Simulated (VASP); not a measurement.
Set up this calculation in VASP 6.6.1, as the native input.

```yaml
Task: relaxation of cell and atoms
Functional: LDA
Potentials_or_basis: VASP PAW LDA potentials, release 64 (Nb_sv, Ru_pv)
Cutoff: 600 eV
k_mesh: 14 × 14 × 12
Occupations: fermi-dirac, width 0.15 eV
Spin: no spin polarisation
Dipole_correction: no
Further_INCAR_settings: ALGO = Normal; EDIFF = 1e-07; IBRION = 2; EDIFFG = -0.001; NSW = 80; ISIF = 3
```

The structure of NbRu lies in POSCAR:

```
NbRu
1.0
    3.0044259248      0.0000000000      0.0000000000
    0.0000000000      3.0044259248      0.0000000000
    0.0000000000      0.0000000000      3.3649518994
Nb Ru
1 1
Direct
    0.0000000000      0.0000000000      0.0000000000
    0.5000000000      0.5000000000      0.5000000000
```

The cell isn't the ideal one: cell and atoms relaxed tightly for response.

These files were run (other wordings do the same):

INCAR

```
SYSTEM = NbRu
PREC = Accurate
ENCUT = 600
EDIFF = 1E-7
ISMEAR = -1
SIGMA = 0.15
LREAL = .FALSE.
LASPH = .TRUE.
NELM = 80
ALGO = Normal
ISIF = 3
LWAVE = .FALSE.
LCHARG = .FALSE.
GGA = CA
IBRION = 2
NSW = 80
EDIFFG = -0.001
```

KPOINTS

```
Automatic mesh
0
G
  14 14 12
  0 0 0
```

Potentials or basis: VASP PAW LDA potentials, release 64 (Nb_sv, Ru_pv).

Command:

```console
$ cat potpaw_LDA.64/Nb_sv/POTCAR potpaw_LDA.64/Ru_pv/POTCAR > POTCAR
$ mpirun -np 1 vasp_std > vasp.out
```

It gave:

```json
{
 "Relaxed volume": "15.22 Å³/atom",
 "Relaxed cell": "a = 3.009 Å, b = 3.009 Å, c = 3.363 Å, α = 90.00°, β = 90.00°, γ = 90.00°",
 "Space group after relaxing (to 0.05 Å)": "P4/mmm (No. 123)",
 "Energy gained by relaxing": "0.1 meV/atom",
 "Ionic steps": "13",
 "Pressure after relaxing": "0.0 GPa",
 "Band gap on the k mesh": "none (metal or under the smearing width)"
}
```

Wall time 9 min on 1 thread of Intel(R) Xeon(R) Platinum 8375C CPU @ 2.90GHz (Ice Lake), with other jobs on the host, peak memory 0.28 GiB.
